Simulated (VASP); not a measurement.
Data:

```
CELL_PARAMETERS angstrom
      4.32746     0.00000     0.00000
      0.00000     4.32746     0.00000
      0.00000     0.00000     4.32746
ATOMIC_POSITIONS crystal
  Cs 0.00000 0.00000 0.00000
  Br 0.50000 0.50000 0.50000
```

Calculation: PBE GGA with D4 dispersion, VASP's PBE PAW potentials (set 64) (plane waves; VASP). Settings: 520 eV cut-off, Gaussian smearing of 0.050 eV, potentials Cs_sv Br.

Unless said otherwise, spin-orbit coupling is left out, though it shifts the bands of the heavy elements here.

Q: Give the energies of bands 3 to 11 at the high-symmetry points, in eV from the valence-band maximum.

A: 
```csv
band,Γ,X,M,R
3,-6.43,-6.79,-6.97,-6.80
4,-6.43,-6.33,-6.97,-6.80
5,-6.43,-6.33,-6.27,-6.80
6,-0.01,-1.27,-0.57,-1.12
7,-0.01,-0.20,-0.57,-1.12
8,-0.01,-0.20,0.00,-1.12
9,4.40,5.91,5.24,8.19
10,4.94,7.16,5.48,8.19
11,4.94,7.60,7.20,8.19
```

The gap is indirect, 4.40 eV, from the valence maximum at M to the conduction minimum at Γ.

Measured: gap 7.30 eV (computed value off by -2.90 eV), as given by Aguado et al., (1998), arXiv:cond-mat/9809176.

The compound is CsBr in the CsCl type structure. It was relaxed first.
